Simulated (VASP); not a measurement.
A cell of Sc (hcp) near equilibrium:

```xyz
2
Lattice="1.6659 -2.8855 0.0000 1.6659 2.8855 0.0000 0.0000 0.0000 5.1875" Properties=species:S:1:pos:R:3 pbc="T T T"
Sc     1.6659     0.9618     1.2969
Sc     1.6659    -0.9618     3.8906
```

These are r2SCAN meta-GGA, VASP's PBE PAW potentials (set 64) (plane waves; VASP) values and carry that method's errors.

```tsv
run	ΔE (meV/atom)	σxx	σyy	σzz	largest shear component, with its sign (GPa)	largest force (eV/Å)
as it is	0.0	-0.03	-0.03	0.04	0.00	0.000
after one change	12.1	0.11	0.11	0.44	0.00	0.484
```
Stress is in GPa, positive when the cell is compressed.

Name the change that produced these shifts.
A) atom 1 (Sc) moved by 0.100 Å along z
B) uniaxial strain of +1.0 % along z
C) uniaxial strain of +2.0 % along z
D) biaxial strain of +3.0 % in the yz plane

A, atom 1 (Sc) moved by 0.100 Å along z

The compound is Sc in the hcp structure.
